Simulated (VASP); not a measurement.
Output of a VASP run:

OSZICAR:
```
       N       E                     dE             d eps       ncg     rms          rms(c)
DAV:   1    -0.114079397696E+03   -0.11408E+03   -0.40455E+03    54   0.100E+03
DAV:   2    -0.171605376217E+03   -0.57526E+02   -0.51337E+02    82   0.176E+02
DAV:   3    -0.173572705413E+03   -0.19673E+01   -0.19653E+01    59   0.386E+01
DAV:   4    -0.173608620825E+03   -0.35915E-01   -0.35869E-01    82   0.563E+00
DAV:   5    -0.827526712856E+01    0.16533E+03   -0.13608E+00    55   0.996E+00    0.271E+00
DAV:   6    -0.809479834042E+01    0.18047E+00   -0.58142E-01    56   0.495E+00    0.223E+00
DAV:   7    -0.810154763096E+01   -0.67493E-02   -0.10715E-01    65   0.218E+00    0.176E+00
DAV:   8    -0.810729146028E+01   -0.57438E-02   -0.84393E-03    80   0.725E-01    0.113E+00
DAV:   9    -0.810936482112E+01   -0.20734E-02   -0.14121E-03    64   0.352E-01    0.650E-01
DAV:  10    -0.811042214271E+01   -0.10573E-02   -0.47395E-04    72   0.235E-01    0.352E-01
DAV:  11    -0.811096916893E+01   -0.54703E-03   -0.19774E-04    56   0.151E-01    0.193E-01
DAV:  12    -0.811123562097E+01   -0.26645E-03   -0.88622E-05    72   0.986E-02    0.107E-01
DAV:  13    -0.811136329539E+01   -0.12767E-03   -0.39220E-05    56   0.639E-02    0.606E-02
DAV:  14    -0.811142381734E+01   -0.60522E-04   -0.18822E-05    64   0.439E-02    0.352E-02
DAV:  15    -0.811145216645E+01   -0.28349E-04   -0.85194E-06    56   0.284E-02    0.206E-02
DAV:  16    -0.811146547647E+01   -0.13310E-04   -0.37281E-06    64   0.189E-02    0.125E-02
DAV:  17    -0.811147148968E+01   -0.60132E-05   -0.16959E-06    64   0.126E-02    0.764E-03
DAV:  18    -0.811147428598E+01   -0.27963E-05   -0.73943E-07    64   0.832E-03    0.485E-03
DAV:  19    -0.811147548690E+01   -0.12009E-05   -0.33705E-07    54   0.563E-03    0.311E-03
DAV:  20    -0.811147604507E+01   -0.55817E-06   -0.14092E-07    27   0.371E-03
   1 F= -.81114760E+01 E0= -.81114760E+01  d E =-.120206E-16
```

File OUTCAR:
```
------------------------ aborting loop because EDIFF is reached ----------------------------------------
  FORCE on cell =-STRESS in cart. coord.  units (eV):
  Direction    XX          YY          ZZ          XY          YZ          ZX
  --------------------------------------------------------------------------------------
  Total        0.3700265      0.3700265      0.3700265     -0.0000000      0.0000000      0.0000000
  in kB       16.4555933     16.4555933     16.4555933     -0.0000000      0.0000000      0.0000000
  external PRESSURE =      16.4555933 kB  Pullay stress =       0.0000000 kB
  volume of cell :       36.03
      direct lattice vectors                 reciprocal lattice vectors
     0.000000000  2.621400000  2.621400000    -0.190737774  0.190737774  0.190737774
     2.621400000  0.000000000  2.621400000     0.190737774 -0.190737774  0.190737774
     2.621400000  2.621400000  0.000000000     0.190737774  0.190737774 -0.190737774
  FREE ENERGIE OF THE ION-ELECTRON SYSTEM (eV)
  ---------------------------------------------------
  free  energy   TOTEN  =        -8.1114760451 eV

  energy  without entropy=       -8.1114760451  energy(sigma->0) =       -8.11147605

  exchange ACFDT corr.  =         0.00000000  see jH, gK, PRB 81, 115126
```
(Selected blocks of OUTCAR.)

File POSCAR:
```
LiCl
1
    0.0000000000     2.6214000000     2.6214000000
    2.6214000000     0.0000000000     2.6214000000
    2.6214000000     2.6214000000     0.0000000000
Li Cl
1 1
Direct
  0.0000000000   0.0000000000   0.0000000000
  0.5000000000   0.5000000000   0.5000000000
```

Question: Write an INCAR and KPOINTS that could have produced this output.

Answer: One answer among several that fit: the input of the run itself, HSE06 screened hybrid, plane waves, VASP's PBE PAW potentials (set 64).

**INCAR**
```
SYSTEM = LiCl
PREC = Accurate; ENCUT = 520; LREAL = .FALSE.
LASPH = .TRUE.; ISYM = 3
EDIFF = 1E-6; NELM = 100; ALGO = Normal
ISMEAR = 0; SIGMA = 0.05
GGA = PE; LHFCALC = .TRUE.; AEXX = 0.25
HFSCREEN = 0.2; PRECFOCK = Fast
ISIF = 2
LWAVE = .FALSE.; LCHARG = .FALSE.
```

**KPOINTS**
```
Automatic mesh
0
Gamma
2 2 2
0 0 0
```

POTCAR, in this order: Li_sv Cl (PBE.64 set). Program: vasp_std.

The compound is LiCl in the rock salt structure. The cell was not relaxed at this level. The k-mesh is coarse (spacing up to 1.04 per Å, 2π included), so the numbers may not be converged in it.
